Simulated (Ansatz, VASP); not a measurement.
# Cross-check of C (Diamond) between VASP and Ansatz, part 2 of 3

One calculation is typed for both programs; each brings its own data sets. How far apart do they land? The cell is taken from a series of runs on this material, whose earlier steps may have relaxed, scaled, displaced or heated it; both programs get it as it stands.

VASP 6.6.1 and Ansatz 0.2.0.

So far: The starting structure; VASP: zone-centre phonons, LDA, pair 1.

### Step 3. Ansatz: zone-centre phonons, LDA, pair 1

Level of this step: Ansatz beside VASP: Kohn-Sham DFT, plane waves, LDA (Ansatz).

Ansatz runs on its PAW soft_1 files.

The same cell, functional (in two slightly different forms) and mesh now go to Ansatz, which takes its cutoff from its data sets.

input.yaml

```yaml
crystal:
  lattice:
    - [0.0, 1.7127612869, 1.7803475219]
    - [1.7127612869, 0.0, 1.7803475219]
    - [1.7127612869, 1.7127612869, 0.0]
  atoms:
    - { symbol: C, position: [0.5, 0.5, 0.5] }
    - { symbol: C, position: [0.75, 0.75, 0.75] }
kpoints:
  mp_grid: { grid: [12, 12, 12] }
hamiltonian:
  xc: lda
  pseudopotentials: { kind: paw, azcp: { folder: soft_1 }, xc_functional: pbe }
scf:
  occupations: { method: fixed }
output:
  eigenvalues: true
phonons:
  method: dfpt
  dielectric: true
  rigid_motions: translations
```

Command:

```bash
$ ansatz run input.yaml --threads 4 --pin off --max-ram 10240MiB --backend cpu --events-out ev --progress --plain --runs-dir out
```

Numbers of over 12 decimals in the logs are rounded to 6 here.

The program printed:

```text
Engine: ansatz 0.2.0, aarch64-unknown-linux-gnu
Pseudopotentials: kind: paw
Pseudopotential: C, paw, valence charge 4, recommended cutoff 420 eV (normal), soft_1/C.paw.azcp
Functional definition: SPW92
  exchange = slater_x
  correlation = pw_c
Crystal: 2 atoms, lattice volume = 10.445 Å³
Basis set: ecut = 420 eV, 181 PW (Γ), exchange–correlation on 40×40×40 points (8 copies of the dense FFT grid, shifted against one another)
Bands: 8, of which v1, the nominal top of the filled ones, is band 4 counted from 1 (3 counted from 0)
Symmetry: 16 space group operations
k-points: 868 of 1728 (irreducible under 1 space group operation, time reversal used)
Non-local potential: C, projectors of the file, l = 0: 2, l = 1: 2, l = 2: 1
PAW form: soft (Blöchl's): semilocal exchange-correlation on the pseudo side does not see the compensation charge
PAW frozen core: C, regenerated for the run's functional, and the local potential with it (the file was generated under x = pbe(κ = 0.804, μ = 0.219515), c = pbe(β = 0.066725))
PAW one-centre angular grid: C, 110 points (default); XC on 64 Gauss nodes
Initial density: superposition of atomic densities (chi_scale 0.1, normalization cell)
Initial wavefunctions: pseudopotential atomic-orbital guess
Functional: x = slater, c = lda
SCF iter   1: F=—  HF=-486.743988 eV  |F-HF|=—  |Δ(HF+E_count)|=         —  Δρ=1.61e-1  dr2=1.89e0  ethr=3.10e-3  ⟨swp⟩=3.9  Hψ=39973  notcnv=0  defer=1639
preconditioner: auto → none  [insulator: Δε(μ)=4.711 eV  Ē_g=20.790 eV  n_scr=0 (ndim 8)  ℏωp=32.5 eV  f_vac=0.000  ε∞_Penn≈3.4]
SCF iter   2: F=—  HF=-486.000361 eV  |F-HF|=—  |Δ(HF+E_count)|=   7.44e-1  Δρ=6.01e-2  dr2=2.37e-1  ethr=3.10e-3  ⟨swp⟩=2.5  Hψ=18687  notcnv=0  defer=1530
SCF iter   3: F=—  HF=-485.910797 eV  |F-HF|=—  |Δ(HF+E_count)|=   8.96e-2  Δρ=5.92e-3  dr2=1.05e-3  ethr=2.96e-3  ⟨swp⟩=2.6  Hψ=12109  notcnv=0  defer=1671
SCF iter   4: F=—  HF=-485.910881 eV  |F-HF|=—  |Δ(HF+E_count)|=   8.47e-5  Δρ=1.14e-4  dr2=4.29e-7  ethr=1.32e-5  ⟨swp⟩=2.7  Hψ=10521  notcnv=0  defer=1734
SCF iter   5: F=—  HF=-485.910884 eV  |F-HF|=—  |Δ(HF+E_count)|=   2.20e-6  Δρ=3.51e-5  dr2=2.77e-8  ethr=5.36e-9  ⟨swp⟩=2.2  Hψ=9992  notcnv=0  defer=717
SCF iter   6: F=—  HF=-485.910884 eV  |F-HF|=—  |Δ(HF+E_count)|=   1.56e-9  Δρ=3.68e-6  dr2=3.94e-10  ethr=3.46e-10  ⟨swp⟩=1.0  Hψ=6985  notcnv=0  defer=717
SCF iter   7: F=-485.910884 eV  HF=-485.910884 eV  |F-HF|=9.78e-12  |Δ(HF+E_count)|=  1.27e-10  Δρ=9.62e-7  dr2=2.57e-11  ethr=1.25e-12  ⟨swp⟩=7.2  Hψ=36650  notcnv=0
SCF 1 converged in 7 iterations: F = -485.910884 eV  dr2 = 2.57e-11
  greatest PAW one-centre occupation: 0.653 electrons in one spin orbital (limit 2), on the C atom at site 1 (counted from 0), in its partial waves of l = 0
NSCF: frozen V_eff on 3 k-points
DFPT response loops at Γ: preconditioner auto → none (the input reference at scf.mixing.eps_inf says where Resta's filter doesn't serve); β = 0.50; Broyden in place of MSR1
── the response to a field inside a basis, on 12×12×12 k-points: an SCF that follows is theirs, and a resumed run solves both again ──
Bands: 5, of which v1, the nominal top of the filled ones, is band 4 counted from 1 (3 counted from 0)
k-points: 468 of 1728 (irreducible under 4 space group operations)
Initial density: handed on by an earlier stage of this run
Initial wavefunctions: pseudopotential atomic-orbital guess (no wavefunctions were taken with the density)
Eigensolver: Dense (468 Hₖ)
SCF iter   1: F=—  HF=-485.913943 eV  |F-HF|=—  |Δ(HF+E_count)|=         —  Δρ=5.57e-4  dr2=4.07e-6  ethr=1.00e-1
preconditioner: auto → none  [insulator: Δε(μ)=4.029 eV  Ē_g=16.670 eV  n_scr=0 (ndim 8)  ℏωp=32.5 eV  f_vac=0.000  ε∞_Penn≈4.8]
SCF iter   2: F=—  HF=-485.913945 eV  |F-HF|=—  |Δ(HF+E_count)|=   1.71e-6  Δρ=2.76e-4  dr2=9.45e-7  ethr=5.08e-8
SCF iter   3: F=-485.913946 eV  HF=-485.913946 eV  |F-HF|=1.26e-9  |Δ(HF+E_count)|=   7.10e-7  Δρ=1.05e-5  dr2=1.55e-9  ethr=1.18e-8
SCF 1 converged in 3 iterations: F = -485.913946 eV  dr2 = 1.55e-9
DFPT response loops at Γ: mixed as the last ones told, above
SCF converged after 7 iterations
Free energy (F): -485.910884 eV
Harris-Foulkes:  -485.910884 eV  (|F-HF|=9.78e-12)
Internal energy: -485.910884 eV  (E = F + TS)
E sigma→0 (E₀):  -485.910884 eV
Fermi energy:    14.846115 eV
--- Per-component energies (eV) ---
  E_band       = 41.639638
  E_kinetic    = 185.404319
  E_local      = -105.647203  (includes V_loc(G=0)·N_el)
  E_nonlocal   = 48.545699
  E_hartree    = 25.069566
  E_xc         = -96.145824
  E_vxc        = -119.140810  (∫ρ·V_xc dr)
  E_paw        = -185.519252  (= ΣΔE_a)
  E_vpaw       = -17.661540  (= ΣTr[D̂ρ^β])
  E_aug_tail   = 0.000037  (compensation charges beyond the density's cutoff)
  E_ewald      = -357.743890
  E_core_change = 0.125665  (= ΣΔE_core)
  E_smearing   = -0.000000  (= −TS)
  E_closure    = 0.000000  (closes the sum)
  Σ components = -485.910884   (vs F -485.910884, Δ=0.00e0)
--- Band table (eV; the first three rows and the last of 868) ---
  k-point 0: bands = ["-7.8383", "14.2017", "14.8461", "14.8461", "20.2559", "20.2559", "20.7458", "29.9990"]
  k-point 1: bands = ["-7.6352", "13.2541", "14.1353", "14.5039", "20.7265", "20.8138", "21.4416", "30.0665"]
  k-point 2: bands = ["-7.0276", "10.6652", "13.2748", "13.7771", "21.7321", "21.7525", "22.7652", "30.2516"]
  k-point 867: bands = ["-1.4928", "0.3170", "11.2329", "12.0004", "22.8613", "23.5627", "25.0827", "30.7570"]
--- Phonons (Γ-DFPT): 2 representative perturbations + reference, on 868 of 1728 k-points (Σ response iterations 6) ---
  k mesh reduced under 1 symmetry operation, with k and −k counted as one. Each operation leaves every solved perturbation unchanged. A smaller set is not considered because the run solves the response to a homogeneous field
  ASR residual: 3.409e-4 → 0.000e0 eV/Å²; symmetrization residual: 1.562e-7 eV/Å²
  ASR residual per site (eV/Å²): 3.41e-4 3.41e-4
  Γ frequencies (cm⁻¹): 0.00 0.00 0.00 1378.19 1399.04 1399.04
  ε∞ (high-frequency dielectric tensor):
        5.569386     0.000000     0.000000
        0.000000     5.569386     0.000000
        0.000000     0.000000     5.990816
  ε⁰ (static dielectric tensor: ions relaxed, cell fixed):
        5.569386     0.000000     0.000000
        0.000000     5.569386     0.000000
        0.000000     0.000000     5.990816
  ε⁰ − ε∞ (ionic part):
        0.000000     0.000000     0.000000
        0.000000     0.000000     0.000000
        0.000000     0.000000     0.000000
  softest optical mode at Γ: 1378.19 cm⁻¹; the repairs (sum rule, projections) moved no ω² at Γ by more than (2.78 cm⁻¹)²
  Born effective charges Z* (e; rows j = field, columns β = displacement):
    site 0:
         0.00000    0.00000    0.00000
         0.00000    0.00000    0.00000
        -0.00000    0.00000    0.00000
    site 1:
         0.00000    0.00000    0.00000
         0.00000    0.00000   -0.00000
         0.00000    0.00000    0.00000
  Z* charge neutrality: 3.448e-4 e pre-enforcement
  solved inside a basis spanned on kpoints, on 12×12×12 k-points, its susceptibility summed on 18×18×18: ε∞ is read to err by 1.6e-2, Z* by 4.3e-3 e (field_mesh: kpoints solves on kpoints)
  optical modes at Γ without the LO–TO term, one row a degenerate level:
      ω (cm⁻¹)  modes    IR ((D/Å)²/amu)
       1378.19      1             0.0000
       1399.04      2             0.0000
  optical modes at Γ + LO–TO along q̂ = [1.0000, 0.0000, 0.0000]:
      ω (cm⁻¹)  modes    IR ((D/Å)²/amu)
       1378.19      1             0.0000
       1399.04      2             0.0000
  optical modes at Γ + LO–TO along q̂ = [0.0000, 1.0000, 0.0000]:
      ω (cm⁻¹)  modes    IR ((D/Å)²/amu)
       1378.19      1             0.0000
       1399.04      2             0.0000
  optical modes at Γ + LO–TO along q̂ = [0.0000, 0.0000, 1.0000]:
      ω (cm⁻¹)  modes    IR ((D/Å)²/amu)
       1378.19      1             0.0000
       1399.04      2             0.0000
```

In the SCF lines HF is the Harris–Foulkes energy and dr2 the Hartree energy of the density residual, in eV; the loop may stop once dr2 is under the threshold and the program's other checks hold. Hψ counts applications of the Hamiltonian.

### Step 4. Comparison

Known differences besides the potentials themselves: the two LDA forms differ slightly; fixed occupations in Ansatz, narrow Gaussian smearing in VASP; VASP's response is taken on the typed mesh, Ansatz refines its own for the field response alone; the cutoff is 420 eV in Ansatz and 600 eV in VASP; VASP's log shows a relativistic correction to its local exchange, Ansatz's none. Total energies have different zeros and are not compared.

The two programs side by side:

| quantity | Ansatz | VASP | difference |
| --- | --- | --- | --- |
| ε∞ xx | 5.57 | 5.57 | +0.02 % |
| ε∞ yy | 5.57 | 5.57 | +0.02 % |
| ε∞ zz | 5.99 | 5.99 | +0.05 % |
| Born charge of C1 (mean of the diagonal) (e) | 0.00 | 0.00 | 0.00 |
| optical mode 1 (cm⁻¹) | 1378.2 | 1382.6 | -0.32 % |
| optical mode 2 to 3 (cm⁻¹) | 1399.0 | 1402.4 | -0.24 % |

Modes are paired by rising frequency, not by their patterns, so a pair may set unlike modes beside each other; they are those without the splitting of longitudinal modes.

### Step 5. Ansatz: zone-centre phonons, LDA, pair 2

Second derivatives magnify differences that forces hide, and they need a tight electronic threshold. The cell compared in this pair holds 10.63 Å³, against 10.45 Å³ for the pair before.

The cell is taken from a series of runs on this material, whose earlier steps may have relaxed, scaled, displaced or heated it; both programs get it as it stands.

input.yaml, the sections that differ from step 3:

```yaml
crystal:
  lattice:
    - [0.0, 1.7304186198, 1.7753857747]
    - [1.7304186198, 0.0, 1.7753857747]
    - [1.7304186198, 1.7304186198, 0.0]
  atoms:
    - { symbol: C, position: [0.5, 0.5, 0.5] }
    - { symbol: C, position: [0.75, 0.75, 0.75] }
# kpoints, hamiltonian, scf, output, phonons: as in step 3
```

The program printed:

```text
[...]
Crystal: 2 atoms, lattice volume = 10.632 Å³
Basis set: ecut = 420 eV, 181 PW (Γ), exchange–correlation on 40×40×40 points (8 copies of the dense FFT grid, shifted against one another)
Bands: 8, of which v1, the nominal top of the filled ones, is band 4 counted from 1 (3 counted from 0)
Symmetry: 16 space group operations
k-points: 868 of 1728 (irreducible under 1 space group operation, time reversal used)
[...]
optical modes at Γ + LO–TO along q̂ = [1.0000, 0.0000, 0.0000]:
      ω (cm⁻¹)  modes    IR ((D/Å)²/amu)
[...]
optical modes at Γ + LO–TO along q̂ = [0.0000, 1.0000, 0.0000]:
      ω (cm⁻¹)  modes    IR ((D/Å)²/amu)
       1359.20      1             0.0000
       1373.92      2             0.0000
  optical modes at Γ + LO–TO along q̂ = [0.0000, 0.0000, 1.0000]:
      ω (cm⁻¹)  modes    IR ((D/Å)²/amu)
       1359.20      1             0.0000
       1373.92      2             0.0000
[key lines of the parts left out:]
SCF converged after 7 iterations
Free energy (F): -485.955798 eV
Fermi energy:    14.430588 eV
```

### Step 6. VASP: zone-centre phonons, LDA, pair 2

The same cell, functional (in two slightly different forms) and mesh now go to VASP, with its own data sets.

INCAR

```
SYSTEM = C
PREC = Accurate
ENCUT = 600
EDIFF = 1E-08
NELM = 120
ISMEAR = 0
SIGMA = 0.01
LREAL = .FALSE.
ALGO = Normal
GGA = CA
NBANDS = 10
LORBIT = 11
LWAVE = .FALSE.
LCHARG = .FALSE.
ISIF = 2
IBRION = 8
LEPSILON = .TRUE.
LASPH = .TRUE.
GGA_COMPAT = .FALSE.
EFERMI = MIDGAP
KPAR = 2
```

POSCAR

```
C
1.0
    0.0000000000      1.7304186198      1.7753857747
    1.7304186198      0.0000000000      1.7753857747
    1.7304186198      1.7304186198      0.0000000000
C
2
Direct
    0.5000000000      0.5000000000      0.5000000000
    0.7500000000      0.7500000000      0.7500000000
```

KPOINTS

```
Automatic mesh
0
Gamma
12 12 12
0 0 0
```

Potentials, in the order of the species: C (LDA family, release 64).

Command:

```bash
$ mpirun -np 2 vasp_std
```

The program printed:

```text
[... set-up lines as in an earlier step ...]
 entering main loop
       N       E                     dE             d eps       ncg     rms          rms(c)
DAV:   1     0.573518294360E+00    0.57352E+00   -0.53417E+03  3372   0.868E+02
DAV:   2    -0.207786595756E+02   -0.21352E+02   -0.20635E+02  4458   0.139E+02
DAV:   3    -0.211608266976E+02   -0.38217E+00   -0.38143E+00  3870   0.149E+01
DAV:   4    -0.211615528986E+02   -0.72620E-03   -0.72617E-03  3566   0.771E-01
[...]
DAV:  10    -0.202128376220E+02   -0.13162E-05   -0.18006E-06  3620   0.123E-02    0.464E-03
DAV:  11    -0.202128375669E+02    0.55129E-07   -0.57980E-08  3662   0.200E-03    0.678E-04
DAV:  12    -0.202128375581E+02    0.88135E-08   -0.11358E-09  1992   0.339E-04
   1 F= -.20212838E+02 E0= -.20212838E+02  d E =0.000000E+00
 Linear response reoptimize wavefunctions to high precision
DAV:   1    -0.202128375563E+02    0.17367E-08   -0.66515E-11  2120   0.884E-05
DAV:   2    -0.202128375563E+02    0.54570E-11   -0.20322E-12  1756   0.178E-05
 Linear response G [H, r] |phi>, progress :
  Direction:   1
[...]
RMM:  10    -0.112379656945E+00    0.25080E-08    0.15065E-08 14000   0.491E-05    0.165E-07
 first order change of Fermi-energy  -0.65404E-05
 force on displaced ion       1 direction 1 : -41.916   0.000   0.000
 Born effective charge ion    1 direction 1 :   0.000   0.000   0.000
 Linear response progress:
  Degree of freedom:   2/  2
       N       E                     dE             d eps       ncg     rms          rms(c)
RMM:   1    -0.120568848623E+00   -0.12057E+00   -0.13971E-02 13308   0.209E+00
RMM:   2    -0.111534022930E+00    0.90348E-02   -0.27284E-03  8557   0.397E-01    0.202E-01
RMM:   3    -0.111616050663E+00   -0.82028E-04   -0.24782E-04  8446   0.123E-01    0.110E-01
RMM:   4    -0.112474838616E+00   -0.85879E-03   -0.28355E-04  8338   0.128E-01    0.137E-02
[...]
RMM:   8    -0.112432173312E+00   -0.87676E-07   -0.10626E-08  9431   0.928E-05    0.110E-05
RMM:   9    -0.112432025718E+00    0.14759E-06   -0.12521E-08  9631   0.681E-05    0.136E-06
RMM:  10    -0.112432028998E+00   -0.32798E-08   -0.12360E-08  7991   0.548E-05    0.510E-07
 first order change of Fermi-energy  -0.81570E+01
 force on displaced ion       1 direction 3 :  -0.000  -0.000 -41.066
 Born effective charge ion    1 direction 3 :   0.000   0.000  -0.000
 Born effective charges drift removed
 Linear response finished
```

From OUTCAR (step 6):

```text
  Total        1.8045284      1.8045284      0.0735259      0.0000000      0.0000000     -0.0000000
  in kB      271.9250475    271.9250475     11.0796390      0.0000000      0.0000000     -0.0000000
  external PRESSURE =     184.9765780 kB  Pullay stress =       0.0000000 kB

 POSITION                                       TOTAL-FORCE (eV/Angst)
 -----------------------------------------------------------------------------------
      1.73042      1.73042      1.77539        -0.000000     -0.000000      0.000000
      2.59563      2.59563      2.66308         0.000000      0.000000      0.000000
 -----------------------------------------------------------------------------------
    total drift:                                0.000000     -0.000000      0.000000

 MACROSCOPIC STATIC DIELECTRIC TENSOR (including local field effects in DFT)
 ------------------------------------------------------
           5.629240     0.000000     0.000000
           0.000000     5.629240     0.000000
           0.000000     0.000000     5.907398
 ------------------------------------------------------

[... 2 parts as in an earlier step ...]

[... 1 further part left out ...]
```

### Step 7. Comparison

The two programs side by side:

| quantity | Ansatz | VASP | difference |
| --- | --- | --- | --- |
| ε∞ xx | 5.63 | 5.63 | +0.03 % |
| ε∞ yy | 5.63 | 5.63 | +0.03 % |
| ε∞ zz | 5.91 | 5.91 | +0.04 % |
| Born charge of C1 (mean of the diagonal) (e) | 0.00 | 0.00 | 0.00 |
| optical mode 1 (cm⁻¹) | 1359.2 | 1363.6 | -0.32 % |
| optical mode 2 to 3 (cm⁻¹) | 1373.9 | 1377.7 | -0.27 % |

Modes are paired by rising frequency, not by their patterns, so a pair may set unlike modes beside each other; they are those without the splitting of longitudinal modes.

(Part 2 of 3 ends here.)

[Lines on the potential files, build, host, timing and source positions are cut from VASP's logs without a mark.]

[Logs are printed without paths, hosts, clocks, repeated set-up lines and the standing remarks that a program may print on its own settings, such as how far it seeks lower states.]

[Hosts, paths, dates, database ids (printed as entryN), source tags and the programs' standing remarks are cut or masked in the printed files.]
